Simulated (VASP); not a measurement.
Write the native input for VASP 6.6.1 that does the following.

```yaml
Task: single point
Functional: PBE
Potentials_or_basis: VASP PAW PBE potentials, release 64 (F, K_sv, Y_sv, Cs_sv)
Cutoff: 520 eV
k_mesh: 2 × 3 × 3
Occupations: fermi-dirac, width 0.1 eV
Spin: no spin polarisation
Dipole_correction: no
Further_INCAR_settings: ALGO = Fast; EDIFF = 1e-06; NBANDS = 51
```

The structure of Cs2KYF6 lies in POSCAR:

```
Cs2KYF6
1.0
    6.5680060000      1.0502620000     -0.5374090000
   -0.4723250000      5.5986790000     -0.2798340000
    1.7132300000      0.1324650000      6.1319480000
F K Y Cs
6 1 1 2
Direct
    0.3161536222      0.1128576517      0.2194775967
    0.3912031405      0.4882472613      0.4941495382
    0.8681524594     -0.0008525684      0.0994430102
    0.1396361169      0.6601453997      0.1349587168
    0.0576517533      0.8800445262      0.6324141938
    0.6205508131      0.8877373648      0.7307629957
    0.9883014829      0.2978734090      0.4815453783
    0.8690197091      0.8398582844      0.8567748644
    0.2872976268      0.3919016963      0.8850898197
    0.5136368540      0.8130378742      0.3914215692
```

The cell was built by a generator and needn't be a form met in nature.

One way to write it, as run:

INCAR

```
SYSTEM = Cs2KYF6
PREC = Accurate
ENCUT = 520
EDIFF = 1E-6
ISMEAR = -1
SIGMA = 0.1
LREAL = .False.
LASPH = .True.
NELM = 100
ALGO = Fast
ISIF = 2
LWAVE = .False.
LCHARG = .False.
GGA = PE
NBANDS = 51
```

KPOINTS

```
Automatic mesh
0
Gamma
  2 3 3
  0 0 0
```

Potentials or basis: VASP PAW PBE potentials, release 64 (F, K_sv, Y_sv, Cs_sv).

Command:

```sh
$ cat potpaw_PBE.64/F/POTCAR potpaw_PBE.64/K_sv/POTCAR potpaw_PBE.64/Y_sv/POTCAR potpaw_PBE.64/Cs_sv/POTCAR > POTCAR
$ mpirun -np 1 vasp_std > vasp.out
```

Results of the run:

```
Pressure               : 16.0 GPa
Largest force          : 9.074 eV/Å
Band gap on the k mesh : 0.70 eV, indirect (least direct gap 0.73 eV)
```

Caveat: the k mesh is coarse (spacing up to 0.48 Å⁻¹), so the values aren't converged; so large a pressure means that the cell lies far from this level's equilibrium, or that cutoff or potentials fall short; spin-orbit coupling is left out, which moves the levels of the heavy elements.

Wall time 6.9 min on 1 thread of Intel(R) Xeon(R) 6975P-C (Granite Rapids), with other jobs on the host, peak memory 0.37 GiB.
